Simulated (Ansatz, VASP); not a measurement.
## One calculation of ZnCd2Se3, two programs

```xyz
6
Lattice="4.0811 0.0000 0.0000 -2.0405 3.5343 0.0000 0.0000 0.0000 10.0107" Properties=species:S:1:pos:R:3 pbc="T T T"
Zn    0.0000    0.0000    0.0000
Cd    0.0000    2.3562    6.6240
Cd    2.0405    1.1781    3.3867
Se    0.0000    0.0000    5.0053
Se    0.0000    2.3562    1.7717
Se    2.0405    1.1781    8.2390
```

Change from the starting cell: species swapped into the K3BrCl2 type (P-3m1, No. 164).

Alike in both runs: task single point; functional PBE; k mesh 6 × 6 × 2; occupations gaussian, width 0.1 eV; no spin polarisation.

|  | VASP | Ansatz |
| --- | --- | --- |
| version | VASP 6.6.1 | Ansatz 0.2.0 |
| potentials or method | VASP PAW PBE potentials, release 64 (Zn, Cd, Se) | scalar-relativistic, plane waves, PAW |
| plane-wave cutoff (eV) | 520 | 420 |
| valence electrons in the cell | 54 | 100 |

```tsv
	VASP	Ansatz	Ansatz less VASP
gap on the k mesh at the Fermi level (eV)	none	none	-
pressure (GPa)	-2.9	-3.1	-0.24
largest component of the traceless stress (GPa)	0.34	0.33	-0.009
rms of the force components (eV/Å)	0.330	0.323	-0.0072
```

Atom by atom the forces differ by 0.007 eV/Å (rms over components). A gap of «none» marks a metal or a gap that the smearing closes. The two sets of potentials don't hold the same shells in valence.
